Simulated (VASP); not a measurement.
Runs of VASP 6.6.1 on Li. The structure is cubic, space group Im-3m (No. 229). The conventional cell has a = 3.479 Å, b = 3.479 Å, c = 3.479 Å, α = 90.00°, β = 90.00°, γ = 90.00°. Li (site symmetry m-3m) is surrounded by 8 Li at 3.01 Å. 

```csv
task,level,potentials or basis,cell,cutoff (eV),gap on the mesh (eV),pressure (GPa),relaxed volume (Å³/atom)
relaxation of cell and atoms,PBEsol,"VASP PAW PBE potentials, release 64 (Li_sv)",relaxed,600,none,0.0,20.08
relaxation of cell and atoms,LDA,"VASP PAW LDA potentials, release 64 (Li_sv)",relaxed,600,none,0.0,18.72
single point,PBEsol,"VASP PAW PBE potentials, release 64 (Li_sv)",as given,520,none,-,-
relaxation of cell and atoms,PBE,"VASP PAW PBE potentials, release 64 (Li_sv)",relaxed,600,none,0.0,20.10
relaxation of cell and atoms,PBE+D3(BJ),"VASP PAW PBE potentials, release 64 (Li_sv)",relaxed,600,none,0.0,(a)
```

Alike in all rows: no spin polarisation; k mesh 16 × 16 × 16; smearing gaussian 0.1 eV.

Question: Fill in the values left out.

Answer: (a) 18.10.

Caveats: the cutoff is under 1.25 times the usual one of these potentials, so pressure, stress and relaxed cells hold a basis-set (Pulay) error; the PAW data sets were made with another functional, which shifts forces and pressure a little (some runs); the volume moved by -11 % from the deposited cell, more than functionals usually miss (some runs); the volume moved by -14 % from the deposited cell, more than functionals usually miss (some runs); pairwise dispersion overbinds metals, which lowers pressure and volume (some runs).

A k mesh can miss the band edges.

A gap of «none» marks a metal or a gap under the smearing width.

Not every run made on this cell is shown here.
